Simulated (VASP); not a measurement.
An input for Ansatz (written as the equivalent of a VASP run, and not itself run):

Ansatz 0.2 input:
```yaml
crystal:
  lattice:
    - [0.0000000, 2.2781830, 2.2781830]
    - [2.2781830, 0.0000000, 2.2781830]
    - [2.2781830, 2.2781830, 0.0000000]
  atoms:
    - { symbol: Hf, position: [0.0000000, 0.0000000, 0.0000000] }
    - { symbol: N, position: [0.5000000, 0.5000000, 0.5000000] }
kpoints:
  mp_grid: { grid: [14, 14, 14] }
hamiltonian:
  xc: r2scan
  pseudopotentials: { kind: paw }
scf:
  occupations: { method: methfessel_paxton, width: 0.1 }
  max_iter: 100
output: { forces: true, stress: true, eigenvalues: true }
```

Task: Translate this input to VASP (INCAR, KPOINTS, POSCAR, choice of POTCAR).

Result: Several could match; the one computed here: 
### POSCAR
```
HfN
1
    0.0000000000     2.2781830158     2.2781830158
    2.2781830158     0.0000000000     2.2781830158
    2.2781830158     2.2781830158     0.0000000000
Hf N
1 1
Direct
  0.0000000000   0.0000000000   0.0000000000
  0.5000000000   0.5000000000   0.5000000000
```

**KPOINTS**
```
Automatic mesh
0
Gamma
14 14 14
0 0 0
```

**INCAR**
```
SYSTEM = HfN
PREC = Accurate; ENCUT = 520; LREAL = .False.
LASPH = .True.
EDIFF = 1E-7; NELM = 100; ALGO = Normal
LMAXMIX = 6; LMIXTAU = .True.
ISMEAR = 1; SIGMA = 0.1
METAGGA = R2SCAN
ISIF = 2
LWAVE = .False.; LCHARG = .False.
```

POTCAR, in this order: Hf_pv N (PBE.64 set). Program: vasp_std.

Limits of the translation: each code has its own PAW files, so the cut-off isn't converted (ENCUT is set for VASP's; basis.ecutwfc is left out, and Ansatz then takes the one that its files recommend); Ansatz stops its SCF on the density residual and VASP on the energy change (EDIFF).

The compound is HfN in the rock salt structure. This cell is one point of a volume scan, at 1.03 of the reference volume.
